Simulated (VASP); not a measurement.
Computed with PBE GGA, VASP's PBE PAW potentials (set 64) (plane waves; VASP 6.6.1).

VASP input:

**KPOINTS**
```
k-points along high-symmetry lines
10
Line-mode
Reciprocal
  0.000000   0.000000   0.000000 ! GAMMA
  0.500000   0.000000   0.000000 ! M

  0.500000   0.000000   0.000000 ! M
  0.333333   0.333333   0.000000 ! K

  0.333333   0.333333   0.000000 ! K
  0.000000   0.000000   0.000000 ! GAMMA

  0.000000   0.000000   0.000000 ! GAMMA
  0.000000   0.000000   0.500000 ! A

  0.000000   0.000000   0.500000 ! A
  0.500000   0.000000   0.500000 ! L

  0.500000   0.000000   0.500000 ! L
  0.333333   0.333333   0.500000 ! H

  0.333333   0.333333   0.500000 ! H
  0.000000   0.000000   0.500000 ! A

  0.500000   0.000000   0.500000 ! L
  0.500000   0.000000   0.000000 ! M

  0.333333   0.333333   0.500000 ! H
  0.333333   0.333333   0.000000 ! K
```

File POSCAR:
```
Te
1
    2.2671593417    -3.9268348528     0.0000000000
    2.2671593417     3.9268348528    -0.0000000000
    0.0000000000     0.0000000000     5.9565982309
Te
3
Direct
  1.0000000000   0.2663042015   0.6666670000
  0.7336957985   0.7336957985   0.0000000000
  0.2663042015   1.0000000000   0.3333330000
```

### INCAR
```
ALGO  =  Normal
EDIFF  =  1E-7
ENCUT  =  400
GGA  =  PE
ICHARG  =  11
ISMEAR  =  0
LASPH  =  .TRUE.
LCHARG  =  .FALSE.
LMAXMIX  =  4
LORBIT  =  11
LREAL  =  .FALSE.
LWAVE  =  .FALSE.
NELM  =  100
PREC  =  Accurate
SIGMA  =  0.05
SYSTEM  =  Te
```

POTCAR, in this order: Te (PBE.64 set). Program: vasp_std. Read from the step before: CHGCAR.

What VASP printed:

File OSZICAR:
```
       N       E                     dE             d eps       ncg     rms          rms(c)
DAV:   1     0.688584295913E+02    0.68858E+02   -0.56042E+03  2340   0.885E+02
DAV:   2    -0.409209834551E+01   -0.72951E+02   -0.70030E+02  3153   0.142E+02
DAV:   3    -0.871000097203E+01   -0.46179E+01   -0.45738E+01  2705   0.412E+01
DAV:   4    -0.880135855768E+01   -0.91358E-01   -0.91303E-01  3279   0.704E+00
DAV:   5    -0.880243905853E+01   -0.10805E-02   -0.10805E-02  2837   0.677E-01
DAV:   6    -0.880248910805E+01   -0.50050E-04   -0.50050E-04  3505   0.103E-01
DAV:   7    -0.880248929710E+01   -0.18905E-06   -0.18944E-06  2882   0.613E-03
DAV:   8    -0.880248930264E+01   -0.55443E-08   -0.53988E-08  2172   0.818E-04
   1 F= -.88024893E+01 E0= -.88024786E+01  d E =-.214607E-04
```

### OUTCAR
```
 val. band max:        5.4447940037   @ k =   0.3519   0.2963   0.5000

 cond. band min:       5.6555099806   @ k =   0.3333   0.3333   0.5000



 k-point     1 :       0.0000    0.0000    0.0000
  band No.  band energies     occupation
      1      -7.9083      2.00000
      2      -4.7521      2.00000
      3      -4.7521      2.00000
      4       2.4613      2.00000
      5       2.7086      2.00000
      6       2.7086      2.00000
      7       3.8410      2.00000
      8       3.8410      2.00000
      9       4.6783      2.00000
     10       6.4382      0.00000
     11       6.4382      0.00000
     12       6.9940      0.00000
     13      10.4898      0.00000

 k-point     2 :       0.0556    0.0000    0.0000
  band No.  band energies     occupation
      1      -7.8890      2.00000
      2      -4.7587      2.00000
      3      -4.7477      2.00000
      4       2.2762      2.00000
      5       2.5786      2.00000
      6       2.6843      2.00000
      7       3.9089      2.00000
      8       4.0358      2.00000
      9       4.7243      2.00000
     10       6.3540      0.00000
     11       6.4234      0.00000
     12       6.9611      0.00000
     13      10.4589      0.00000

 k-point     3 :       0.1111    0.0000    0.0000
  band No.  band energies     occupation
      1      -7.8316      2.00000
      2      -4.7810      2.00000
      3      -4.7349      2.00000
      4       1.8938      2.00000
      5       2.3375      2.00000
      6       2.5829      2.00000
      7       4.0606      2.00000
      8       4.3505      2.00000
      9       4.8097      2.00000
     10       6.1993      0.00000
     11       6.3887      0.00000
     12       6.9034      0.00000
     13      10.2646      0.00000

 k-point     4 :       0.1667    0.0000    0.0000
  band No.  band energies     occupation
      1      -7.7382      2.00000
      2      -4.8252      2.00000
      3      -4.7145      2.00000
      4       1.5055      2.00000
...
```

The density is held fixed in this step, so its total energy and stress have no physical meaning. Unless said otherwise, spin-orbit coupling is left out, though it shifts the bands of the heavy elements here.

The compound is Te in the trig structure. It was relaxed first.
